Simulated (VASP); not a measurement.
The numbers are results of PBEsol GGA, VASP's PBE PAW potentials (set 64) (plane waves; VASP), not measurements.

VASP input:

### POSCAR
```
Tb
11.1302490
  0.1599266740  -0.2770010854   0.0000000000
  0.1599266740   0.2770010854   0.0000000000
  0.0000000000   0.0000000000   0.5000000043
Tb
2
Cartesian
  0.1599266740   0.0923338798   0.1250000011
  0.1599266740  -0.0923338798   0.3750000032
```

### KPOINTS
```
Automatic mesh
0
Gamma
13 13 8
0 0 0
```

**INCAR**
```
! general
SYSTEM   =  Tb
PREC     =  Accurate
ENCUT    =  400
LREAL    =  .False.   ! projection in real space or not
LASPH    =  .True.

! electronic loop
EDIFF    =  1E-7   ! SCF stop (eV)
NELM     =  100   ! most electronic steps
ALGO     =  Normal
LMAXMIX  =  6

! smearing
ISMEAR   =  -5   ! tetrahedra, Bloechl

! functional
GGA      =  PS   ! PBEsol

! ions
ISIF     =  2

! output
LWAVE    =  .False.
LCHARG   =  .True.
LORBIT   =  11
NEDOS    =  601   ! DOS grid
```

POTCAR, in this order: Tb_3 (PBE.64 set). Program: vasp_std.

The 4f electrons are frozen in the core of the lanthanide potential, so 4f levels, which can set the real gap, and their magnetism are missing.

Task: Predict the energy per atom (σ→0), band gap (on the k-mesh).

Result: 
- energy per atom (σ→0) = -4.992 eV/atom
- band gap (on the k-mesh) = none (metal, semimetal or under 0.01 eV)

File OSZICAR:
```
...
DAV:   7    -0.998444395747E+01   -0.62455E-02   -0.42338E-02  3176   0.169E+00    0.225E-01
DAV:   8    -0.998402545199E+01    0.41851E-03   -0.24255E-03  3155   0.402E-01    0.586E-02
DAV:   9    -0.998401909884E+01    0.63532E-05   -0.22248E-04  3330   0.119E-01    0.309E-02
DAV:  10    -0.998401414417E+01    0.49547E-05   -0.27809E-05  3120   0.396E-02    0.322E-02
DAV:  11    -0.998401420891E+01   -0.64745E-07   -0.31052E-06  3090   0.138E-02    0.212E-03
DAV:  12    -0.998401444819E+01   -0.23928E-06   -0.39032E-07  3220   0.505E-03    0.368E-03
DAV:  13    -0.998401436786E+01    0.80334E-07   -0.35691E-08  1640   0.148E-03
   1 F= -.99840144E+01 E0= -.99840144E+01  d E =0.000000E+00
```

The compound is Tb in the hcp structure. It was relaxed first.
